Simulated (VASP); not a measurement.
A convergence study with VASP on MgSe (rock salt): one setting is varied, all else stays as given below, so the limit is that of these other settings.

```
MgSe
1.0
    0.00000     2.73000     2.73000
    2.73000     0.00000     2.73000
    2.73000     2.73000     0.00000
Mg Se
1 1
Direct
  0.00000   0.00000   0.00000
  0.50000   0.50000   0.50000
```

Calculation: PBE GGA, VASP's PBE PAW potentials (set 64) (plane waves; VASP). The tightest run used: 550 eV cut-off, 17×17×17 Γ-centred mesh, Gaussian smearing of 0.050 eV, potentials Mg Se.

```json
[
 {"setting": "1×1×1 mesh", "E (eV/atom)": "2.2111", "pressure (GPa)": "50.43", "irreducible k-points": "1"},
 {"setting": "2×2×2 mesh", "E (eV/atom)": "-2.9229", "pressure (GPa)": "8.23", "irreducible k-points": "3"},
 {"setting": "3×3×3 mesh", "E (eV/atom)": "-3.5924", "pressure (GPa)": "3.20", "irreducible k-points": "4"}
]
```

Task: These are the cheaper rows. Estimate the results at 17×17×17 mesh, and how far the last row shown lies from them.

Result: 
| quantity | tightest run | last row shown is off by |
|---|---|---|
| E (eV/atom) | -3.7431 | 0.1507 |
| pressure (GPa) | 1.57 | 1.63 |

Left out are rungs that failed or repeat a setting and relaxations that didn't move; long series are thinned to 24 rows.

The compound is MgSe in the rock salt structure. The cell was not relaxed at this level.
